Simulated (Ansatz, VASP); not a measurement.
# NiHO2 (NiHO2 monolayer) in two plane-wave programs, part 2 of 3

Wanted: the spread between two codes on one cell, functional and k mesh. The cell is taken from a series of runs on this material, whose earlier steps may have relaxed, scaled, displaced or heated it; both programs get it as it stands.

VASP 6.6.1 and Ansatz 0.2.0.

So far: Starting point; Ansatz: single point, PBEsol, DFT+U, pair 1.

### Step 3. VASP: single point, PBEsol, DFT+U, pair 1

Level of this step: PBEsol, DFT+U (Ni d 3.6 eV), spin-polarised from a ferrimagnetic start; plane waves and PAW (Ni, O, H) (VASP).

The same cell, functional, mesh and smearing now go to VASP, with its own data sets.

Lines of VASP's logs that name or quote its potential files are left out, and so is its time.

INCAR reads:

```
SYSTEM = NiHO2
PREC = Accurate
ENCUT = 520
EDIFF = 1E-06
NELM = 200
ISMEAR = -1
SIGMA = 0.05
LREAL = .FALSE.
ALGO = Normal
GGA = PS
NBANDS = 54
ISPIN = 2
MAGMOM = 1.27 1.27 -0.92 0.1 0.1 0.1 0.01 0.01 0.01 0 0 0
LDAU = .TRUE.
LDAUTYPE = 2
LDAUL = 2 -1 -1
LDAUU = 3.6 0 0
LDAUJ = 0 0 0
LDAUPRINT = 1
LASPH = .TRUE.
LMAXMIX = 4
LORBIT = 11
LWAVE = .FALSE.
LCHARG = .FALSE.
ISIF = 2
GGA_COMPAT = .FALSE.
KPAR = 2
```

POSCAR reads:

```
NiHO2
1.0
   -0.0000005000      5.1590157610      0.0000000000
   -4.4678394570      7.7385232080      0.0000000000
    0.0000000000      0.0000000000     17.9903920000
Ni O H
3 6 3
Direct
    0.6666670000      0.6666663333      0.4720140000
    0.6666670000      0.9999996667      0.4720140000
    0.6666670000      0.3333330000      0.4720140000
    0.0000003333      0.3333330000      0.4168890000
    0.0000003333      0.6666663333      0.4168890000
    0.0000003333      0.9999996667      0.4168890000
    0.3333336667      0.9999996667      0.5284540000
    0.3333336667      0.3333330000      0.5284540000
    0.3333336667      0.6666663333      0.5284540000
    0.3333336667      0.9999996667      0.5831110000
    0.3333336667      0.3333330000      0.5831110000
    0.3333336667      0.6666663333      0.5831110000
```

KPOINTS reads:

```
Automatic mesh
0
Gamma
15 15 1
0 0 0
```

Potentials, in the order of the species: Ni, O and H (PBE family, release 64).

Started as:

```
$ mpirun -np 2 vasp_std
```

Numbers of over 12 decimals in the logs are rounded to 6 here.

The program printed:

```text
[banner, memory and clock lines left out]
running    2 mpi-ranks, on    1 nodes
 distrk:  each k-point on    1 cores,    2 groups
 distr:  one band on    1 cores,    1 groups

 POSCAR found type information on POSCAR NiO H
 POSCAR found :  3 types and      12 ions
|                                                                             |
|               ----> ADVICE to this user running VASP <----                  |
|                                                                             |
|     You enforced a specific xc type in the INCAR file but a different       |
|     [... a line on the potential file left out ...]
|     I HOPE YOU KNOW WHAT YOU ARE DOING!                                     |
|                                                                             |

 LDA part: xc-table for (Slater+PW92), standard interpolation
 POSCAR, INCAR and KPOINTS ok, starting setup
 FFT: planning ... GRIDC
 FFT: planning ... GRID_SOFT
 FFT: planning ... GRID
 WAVECAR not read
 entering main loop
       N       E                     dE             d eps       ncg     rms          rms(c)
DAV:   1     0.627646621058E+03    0.62765E+03   -0.28005E+04  5832   0.108E+03
DAV:   2     0.469476427806E+02   -0.58070E+03   -0.52784E+03  6988   0.280E+02
DAV:   3    -0.712942663577E+02   -0.11824E+03   -0.11545E+03  6964   0.140E+02
DAV:   4    -0.751902799306E+02   -0.38960E+01   -0.38738E+01  6792   0.310E+01
DAV:   5    -0.752697728838E+02   -0.79493E-01   -0.79416E-01  7214   0.460E+00    0.428E+01
DAV:   6    -0.750799652438E+02    0.18981E+00   -0.12425E+02  9286   0.142E+02    0.660E+01
DAV:   7    -0.617976445653E+02    0.13282E+02   -0.36652E+01  7842   0.861E+01    0.201E+01
DAV:   8    -0.625433618064E+02   -0.74572E+00   -0.16296E+01  8512   0.631E+01    0.231E+01
DAV:   9    -0.617275660379E+02    0.81580E+00   -0.13018E+01  7714   0.617E+01    0.129E+01
DAV:  10    -0.614610078268E+02    0.26656E+00   -0.45433E+00  8014   0.389E+01    0.609E+00
DAV:  11    -0.615950848046E+02   -0.13408E+00   -0.18596E+00  8384   0.185E+01    0.331E+00
DAV:  12    -0.616928296181E+02   -0.97745E-01   -0.33972E-01  8242   0.691E+00    0.102E+00
DAV:  13    -0.618150112414E+02   -0.12218E+00   -0.65667E-02  6536   0.189E+00    0.738E-01
DAV:  14    -0.618779478291E+02   -0.62937E-01   -0.12265E-02  7286   0.128E+00    0.374E-01
[...]
DAV:  29    -0.619168276808E+02   -0.58207E-04   -0.38274E-06  5844   0.152E-02    0.219E-03
DAV:  30    -0.619168389055E+02   -0.11225E-04   -0.16633E-06  4856   0.168E-02    0.161E-03
DAV:  31    -0.619168551662E+02   -0.16261E-04   -0.39620E-07  4562   0.417E-03    0.864E-04
DAV:  32    -0.619168832667E+02   -0.28100E-04   -0.12930E-06  4952   0.359E-03    0.902E-04
DAV:  33    -0.619168906936E+02   -0.74269E-05   -0.25080E-07  4704   0.454E-03    0.480E-04
DAV:  34    -0.619168961330E+02   -0.54395E-05   -0.11614E-07  4582   0.225E-03    0.280E-04
DAV:  35    -0.619168978520E+02   -0.17190E-05   -0.32989E-08  4680   0.103E-03    0.260E-04
DAV:  36    -0.619168984767E+02   -0.62463E-06   -0.17596E-08  4724   0.132E-03
   1 F= -.61916898E+02 E0= -.61898325E+02  d E =-.371475E-01  mag=     2.9805
```

OUTCAR, selected parts (step 3):

```text
ion  position               nearest neighbor table
   1  0.667  0.667  0.472-   4 1.99   5 1.99   6 1.99   9 2.00   8 2.00   7 2.00   2 2.98   3 2.98
                             2 2.98   3 2.98   3 2.98   2 2.98
   2  0.667  1.000  0.472-   6 1.99   4 1.99   5 1.99   8 2.00   7 2.00   9 2.00   1 2.98   3 2.98
                             1 2.98   3 2.98   3 2.98   1 2.98
   3  0.667  0.333  0.472-   6 1.99   4 1.99   5 1.99   9 2.00   8 2.00   7 2.00   1 2.98   2 2.98
                             2 2.98   1 2.98   2 2.98   1 2.98
   4  0.000  0.333  0.417-   1 1.99   3 1.99   2 1.99
   5  0.000  0.667  0.417-   1 1.99   3 1.99   2 1.99
   6  0.000  1.000  0.417-   3 1.99   2 1.99   1 1.99
   7  0.333  1.000  0.528-  10 0.98   2 2.00   3 2.00   1 2.00
   8  0.333  0.333  0.528-  11 0.98   2 2.00   3 2.00   1 2.00
   9  0.333  0.667  0.528-  12 0.98   3 2.00   1 2.00   2 2.00
  10  0.333  1.000  0.583-   7 0.98
  11  0.333  0.333  0.583-   8 0.98
  12  0.333  0.667  0.583-   9 0.98

  LATTYP: Found a hexagonal cell.
 ALAT       =     5.1590157608
 C/A-ratio  =     3.4871752354

 Subroutine GETGRP returns: Found  6 space group operations
 (whereof  6 operations were pure point group operations)

The static configuration has the point symmetry C_3v.

 Found     27 irreducible k-points:

   k-points           NKPTS =     27   k-points in BZ     NKDIM =     27   number of bands    NBANDS=     54

   dimension x,y,z NGX =    40 NGY =   70 NGZ =  140
   dimension x,y,z NGXF=    80 NGYF=  140 NGZF=  280

   ENCUT  =  520.0 eV  38.22 Ry    6.18 a.u.   9.59 16.61 33.45*2*pi/ulx,y,z

   NELECT =      69.0000    total number of electrons

 k-points in reciprocal lattice and weights: Automatic mesh
   0.00000000  0.00000000  0.00000000       0.004
   0.06666667  0.00000000  0.00000000       0.027
   0.13333333  0.00000000  0.00000000       0.027
   0.20000000  0.00000000  0.00000000       0.027
   0.26666667  0.00000000  0.00000000       0.027
   0.33333333  0.00000000  0.00000000       0.009
   0.40000000  0.00000000  0.00000000       0.027
   0.46666667  0.00000000  0.00000000       0.027
   0.00000000  0.06666667  0.00000000       0.027
[...]
0.33333333  0.26666667  0.00000000       0.053
   0.00000000  0.33333333  0.00000000       0.027

atom =   1  type =  1  l = 2

 onsite density matrix

spin component  1

  0.9694  0.0086 -0.0000 -0.0041  0.0000
  0.0086  0.9623 -0.0000  0.0000 -0.0041
 -0.0000 -0.0000  0.9728 -0.0000  0.0000
 -0.0041  0.0000 -0.0000  0.9623 -0.0086
  0.0000 -0.0041  0.0000 -0.0086  0.9694

spin component  2

  0.7114  0.0035 -0.0000 -0.3207  0.0000
  0.0035  0.5368 -0.0000  0.0000 -0.3207
 -0.0000 -0.0000  0.9496  0.0000  0.0000
 -0.3207  0.0000  0.0000  0.5368 -0.0035
  0.0000 -0.3207  0.0000 -0.0035  0.7114

 occupancies and eigenvectors

  o =  0.2917  v =  0.0000  0.0000  0.0000  0.0000  0.0000 -0.5701  0.2817 -0.0000 -0.7429  0.2090      0.0000  0.0000  0.0000  0.0000  0.0000  0.0000  0.0000  0.0000  0.0000  0.0000
  o =  0.2917  v =  0.0000  0.0000  0.0000  0.0000  0.0000 -0.2090 -0.7429  0.0000 -0.2817 -0.5701      0.0000  0.0000  0.0000  0.0000  0.0000  0.0000  0.0000  0.0000  0.0000  0.0000
  o =  0.9496  v =  0.0000  0.0000  0.0000  0.0000  0.0000 -0.0000 -0.0000 -1.0000  0.0000  0.0000      0.0000  0.0000  0.0000  0.0000  0.0000  0.0000  0.0000  0.0000  0.0000  0.0000
  o =  0.9557  v = -0.4127  0.2909  0.0000 -0.7672 -0.3956  0.0000  0.0000  0.0000  0.0000  0.0000      0.0000  0.0000  0.0000  0.0000  0.0000  0.0000  0.0000  0.0000  0.0000  0.0000
  o =  0.9557  v =  0.3956 -0.7672  0.0000 -0.2909 -0.4127  0.0000  0.0000  0.0000  0.0000  0.0000      0.0000  0.0000  0.0000  0.0000  0.0000  0.0000  0.0000  0.0000  0.0000  0.0000
  o =  0.9565  v =  0.0000  0.0000  0.0000  0.0000  0.0000  0.7460  0.2153 -0.0000 -0.5678 -0.2735      0.0000  0.0000  0.0000  0.0000  0.0000  0.0000  0.0000  0.0000  0.0000  0.0000
  o =  0.9565  v =  0.0000  0.0000  0.0000  0.0000  0.0000 -0.2735  0.5678 -0.0000  0.2153 -0.7460      0.0000  0.0000  0.0000  0.0000  0.0000  0.0000  0.0000  0.0000  0.0000  0.0000
[...]
o =  0.9756  v = -0.0000 -0.0000  1.0000  0.0000  0.0000  0.0000  0.0000  0.0000  0.0000  0.0000      0.0000  0.0000  0.0000  0.0000  0.0000  0.0000  0.0000  0.0000  0.0000  0.0000
  o =  0.9782  v =  0.0000  0.0000  0.0000  0.0000  0.0000 -0.7028 -0.2338  0.0000  0.6168  0.2664      0.0000  0.0000  0.0000  0.0000  0.0000  0.0000  0.0000  0.0000  0.0000  0.0000
  o =  0.9782  v =  0.0000  0.0000  0.0000  0.0000  0.0000  0.2664 -0.6168  0.0000 -0.2338  0.7028      0.0000  0.0000  0.0000  0.0000  0.0000  0.0000  0.0000  0.0000  0.0000  0.0000

 average (electrostatic) potential at core
       1 -93.8325       2 -93.8325       3 -94.5872       4 -77.5460       5 -77.5460
       6 -77.5460       7 -79.2137       8 -79.2137       9 -79.2137      10 -42.9766
      11 -42.9766      12 -42.9766

 E-fermi :  -2.9328

 spin component 1
 k-point     1 :       0.0000    0.0000    0.0000
  band No.  band energies     occupation
    ...
     31      -4.8473      1.00000
     32      -4.8473      1.00000
     33      -4.2462      1.00000
     34      -3.3049      0.99942
     35      -3.3049      0.99942
     36      -2.8477      0.15419
     37      -2.8477      0.15419
     38      -1.9370      0.00000
     39      -1.9370      0.00000
     40      -1.5405      0.00000
    ...

 k-point     2 :       0.0667    0.0000    0.0000
  band No.  band energies     occupation
    ...
     31      -4.8405      1.00000
     32      -4.7787      1.00000
     33      -4.1857      1.00000
     34      -3.2942      0.99928
     35      -3.2723      0.99888
     36      -2.8705      0.22355
     37      -2.8560      0.17728
     38      -2.0276      0.00000
     39      -1.9531      0.00000
     40      -1.4177      0.00000
    ...

 k-point     3 :       0.1333    0.0000    0.0000
  band No.  band energies     occupation
    ...
     32      -4.6590      1.00000
     33      -4.1120      1.00000
     34      -3.2785      0.99901
     35      -3.1902      0.99423
     36      -2.9865      0.74533
     37      -2.8660      0.20835
     38      -2.1622      0.00000
     39      -1.9902      0.00000
     40      -1.0954      0.00000
     41       1.7019      0.00000
    ...

 k-point     4 :       0.2000    0.0000    0.0000
  band No.  band energies     occupation
    ...
     32      -4.5971      1.00000
     33      -4.1514      1.00000
     34      -3.3237      0.99960
     35      -3.1671      0.99086
     36      -3.1457      0.98606
     37      -2.8126      0.08296
     38      -2.1550      0.00000
     39      -2.0200      0.00000
     40      -0.6216      0.00000
     41       1.8389      0.00000
    ...

 k-point     5 :       0.2667    0.0000    0.0000
  band No.  band energies     occupation
    ...
     32      -4.6044      1.00000
     33      -4.3856      1.00000
     34      -3.4131      0.99993
     35      -3.2254      0.99713
     36      -3.1845      0.99353
     37      -2.7055      0.01052
     38      -2.0604      0.00000
     39      -2.0199      0.00000
     40      -0.0141      0.00000
     41       1.1993      0.00000
    ...

 k-point     6 :       0.3333    0.0000    0.0000
  band No.  band energies     occupation
    ...
     32      -4.5933      1.00000
     33      -4.5933      1.00000
     34      -3.4299      0.99995
     35      -3.2263      0.99719
     36      -3.2263      0.99719
     37      -2.6573      0.00403
     38      -2.0095      0.00000
     39      -2.0095      0.00000
     40       0.7031      0.00000
     41       0.7349      0.00000
    ...

  Total       -6.6151394     -6.6151394     -6.1136046     -0.0000000     -0.0000000      0.0000000
  in kB      -25.5590444    -25.5590444    -23.6212548     -0.0000000     -0.0000000      0.0000000
  external PRESSURE =     -24.9131145 kB  Pullay stress =       0.0000000 kB

  energy-cutoff  :      520.00
  volume of cell :      414.67
      direct lattice vectors                 reciprocal lattice vectors
    -0.000000500  5.159015761  0.000000000     0.335732781  0.193835455  0.000000000
    -4.467839457  7.738523208  0.000000000    -0.223821867 -0.000000022  0.000000000
     0.000000000  0.000000000 17.990392000     0.000000000  0.000000000  0.055585226

 POSITION                                       TOTAL-FORCE (eV/Angst)
 -----------------------------------------------------------------------------------
     -2.97856      8.59836      8.49172        -0.000000     -0.000000     -1.663596
     -4.46784     11.17787      8.49172        -0.000000     -0.000000     -1.663596
     -1.48928      6.01885      8.49172        -0.000000     -0.000000     -1.289879
     -1.48928      2.57951      7.50000         0.000000     -0.994953      1.553494
     -2.97856      5.15901      7.50000         0.861655      0.497477      1.553494
     -4.46784      7.73852      7.50000        -0.861655      0.497477      1.553494
     -4.46784      9.45819      9.50709        -0.382998     -0.221124      0.329122
     -1.48928      4.29918      9.50709        -0.000000      0.442248      0.329122
     -2.97856      6.87869      9.50709         0.382998     -0.221124      0.329122
     -4.46784      9.45819     10.49040        -0.143361     -0.082769     -0.343592
     -1.48928      4.29918     10.49040        -0.000000      0.165539     -0.343592
     -2.97856      6.87869     10.49040         0.143361     -0.082769     -0.343592
 -----------------------------------------------------------------------------------
    total drift:                               -0.000000     -0.000002     -0.001800

  FREE ENERGIE OF THE ION-ELECTRON SYSTEM (eV)
  ---------------------------------------------------
  free  energy   TOTEN  =       -61.9168984767 eV

  energy  without entropy=      -61.8797510144  energy(sigma->0) =      -61.89832475

 total charge
# of ion       s       p       d       tot
------------------------------------------
    1        0.399   0.537   8.252   9.188
    2        0.399   0.537   8.252   9.188
    3        0.403   0.529   8.217   9.149
    4        1.585   3.237   0.000   4.822
    5        1.585   3.237   0.000   4.822
    6        1.585   3.237   0.000   4.822
    7        1.558   3.525   0.000   5.083
    8        1.558   3.525   0.000   5.083
    9        1.558   3.525   0.000   5.083
   10        0.612   0.112   0.000   0.724
   11        0.612   0.112   0.000   0.724
   12        0.612   0.112   0.000   0.724
--------------------------------------------------
tot         12.465  22.227  24.722  59.413

 magnetization (x)
# of ion       s       p       d       tot
------------------------------------------
    1        0.002   0.001   1.390   1.393
    2        0.002   0.001   1.390   1.393
    3       -0.006   0.011  -0.400  -0.395
    4        0.005   0.113   0.000   0.118
    5        0.005   0.113   0.000   0.118
    6        0.005   0.113   0.000   0.118
    7        0.013   0.019   0.000   0.032
    8        0.013   0.019   0.000   0.032
    9        0.013   0.019   0.000   0.032
   10        0.004   0.000   0.000   0.004
   11        0.004   0.000   0.000   0.004
   12        0.004   0.000   0.000   0.004
--------------------------------------------------
tot          0.062   0.412   2.380   2.855

[... 6 further parts left out ...]
```

### Step 4. Side by side

Known differences besides the potentials themselves: VASP starts from the moments at which Ansatz ended; U acts on the PAW sphere in VASP and on atomic orbitals in Ansatz, so only states and trends compare; the data sets hold 93 valence electrons in Ansatz (on its default PAW (the set named soft_2) files) and 69 in VASP; the cutoff is 420 eV in Ansatz and 520 eV in VASP; Ansatz makes its cores anew for this functional, VASP keeps those of its PBE data sets; site moments are counted in spheres of each program's own size. Total energies have different zeros and are not compared.

The two programs side by side:

| quantity | Ansatz | VASP | difference |
| --- | --- | --- | --- |
| total moment (μB) | 2.14 | 2.98 | -0.84 |
| moment on Ni1 (μB) | 1.27 | 1.39 | -0.12 |
| moment on Ni2 (μB) | 1.27 | 1.39 | -0.12 |
| moment on Ni3 (μB) | -0.92 | -0.40 | -0.53 |
| moment on O4 (μB) | 0.10 | 0.12 | -0.01 |
| moment on O5 (μB) | 0.10 | 0.12 | -0.01 |
| moment on O6 (μB) | 0.10 | 0.12 | -0.01 |

With vacuum in the cell, a pressure given here is an average over mostly empty space and none of the material. The two runs ended with unlike total or site moments, perhaps in different magnetic states; the other differences may follow from that, so they don't measure the programs' precision.

### Step 5. Ansatz: single point, PBEsol, DFT+U, pair 2

A single point gives forces, pressure and levels at one fixed geometry, so differences don't come from the geometry; what else differs is listed under the comparison.

The cell is taken from a series of runs on this material, whose earlier steps may have relaxed, scaled, displaced or heated it; both programs get it as it stands.

input.yaml reads:

```yaml
crystal:
  lattice:
    - [-5.0e-07, 5.159015761, 0.0]
    - [-4.467839457, 7.738523208, 0.0]
    - [0.0, 0.0, 17.990392]
  atoms:
    - { symbol: Ni, position: [0.666667, 0.666666333, 0.472014], spin: 2.0 }
    - { symbol: Ni, position: [0.666667, 0.999999667, 0.472014], spin: 2.0 }
    - { symbol: Ni, position: [0.666667, 0.333333, 0.472014], spin: 2.0 }
    - { symbol: O, position: [3.33e-07, 0.333333, 0.416889] }
    - { symbol: O, position: [3.33e-07, 0.666666334, 0.416889] }
    - { symbol: O, position: [3.33e-07, 0.999999667, 0.416889] }
    - { symbol: O, position: [0.333333667, 0.999999666, 0.528454] }
    - { symbol: O, position: [0.333333667, 0.333333, 0.528454] }
    - { symbol: O, position: [0.333333667, 0.666666333, 0.528454] }
    - { symbol: H, position: [0.333333667, 0.999999666, 0.583111] }
    - { symbol: H, position: [0.333333667, 0.333333, 0.583111] }
    - { symbol: H, position: [0.333333667, 0.666666333, 0.583111] }
magnetization:
  spin_polarized: true
kpoints:
  mp_grid: { grid: [15, 15, 1] }
hamiltonian:
  xc: pbesol
  hubbard:
    sites:
      - { species: Ni, l: d, u_eff: 5.4 }
      - { site: 0, l: d, u_eff: 5.4, starting_ns: [{ spin: up, occupation_matrix: ni1_major }, { spin: down, occupation_matrix: ni1_minor }] }
      - { site: 1, l: d, u_eff: 5.4, starting_ns: [{ spin: up, occupation_matrix: ni1_major }, { spin: down, occupation_matrix: ni1_minor }] }
      - { site: 2, l: d, u_eff: 5.4, starting_ns: [{ spin: up, occupation_matrix: ni1_major }, { spin: down, occupation_matrix: ni1_minor }] }
    projectors: ortho-atomic
    occupation_matrices:
      ni1_major:
        matrix:
          - [0.995, 0.0, 0.0, 0.0, 0.0]
          - [0.0, 0.947, 0.0, 0.0, 0.036]
          - [0.0, 0.0, 0.947, 0.036, 0.0]
          - [0.0, 0.0, 0.036, 0.963, 0.0]
          - [0.0, 0.036, 0.0, 0.0, 0.963]
      ni1_minor:
        matrix:
          - [0.996, 0.0, 0.0, 0.0, 0.0]
          - [0.0, 0.522, 0.0, 0.0, 0.361]
          - [0.0, 0.0, 0.522, 0.361, 0.0]
          - [0.0, 0.0, 0.361, 0.721, 0.0]
          - [0.0, 0.361, 0.0, 0.0, 0.721]
scf:
  occupations: { method: fermi_dirac, width: 0.05 }
output:
  eigenvalues: true
```

Started as:

```
$ ansatz run input.yaml --threads 4 --pin off --max-ram 8192MiB --backend cpu --events-out ev --progress --plain --runs-dir out
```

The program printed:

```text
[...]
Crystal: 12 atoms, lattice volume = 414.672 Å³
Basis set: ecut = 420 eV, 8143 PW (Γ)
Bands: 62, of which v1, the nominal top of the filled ones, is band 47 counted from 1 (46 counted from 0)
Symmetry: 18 space group operations
[...]
k-points: 27 of 225 (time reversal used)
[...]
Starting moments: Σ|m| = 6 μB on 3 of 12 sites
[...]
k-point 1 ↑: bands = [... 43 lower, -3.9312, -3.1333, -2.5203, -2.5167, -2.0420, -2.0409, -1.3593, -1.3153, ... 11 higher]
  k-point 2 ↑: bands = [... 43 lower, -3.9373, -3.0689, -2.4755, -2.4500, -2.0452, -2.0343, -1.5118, -1.3483, ... 11 higher]
  k-point 26 ↓: bands = [... 43 lower, -3.2088, -3.2088, 0.3451, 0.3451, 0.3451, 0.9394, 0.9394, 0.9394, ... 11 higher]
Occupation matrices written to <dir>
[key lines of the parts left out:]
SCF converged after 20 iterations
Magnetization: 3.0000 μB (48.0000 up, 45.0000 down)
Free energy (F): -20813.322852 eV
Fermi energy:    -2.054400 eV
```

(Continued in part 3 of 3.)

[Lines on the potential files, build, host, timing and source positions are cut from VASP's logs without a mark.]

[Logs are printed without paths, hosts, clocks, repeated set-up lines and the standing remarks that a program may print on its own settings, such as how far it seeks lower states.]

[Hosts, paths, dates, database ids (printed as entryN), source tags and the programs' standing remarks are cut or masked in the printed files.]
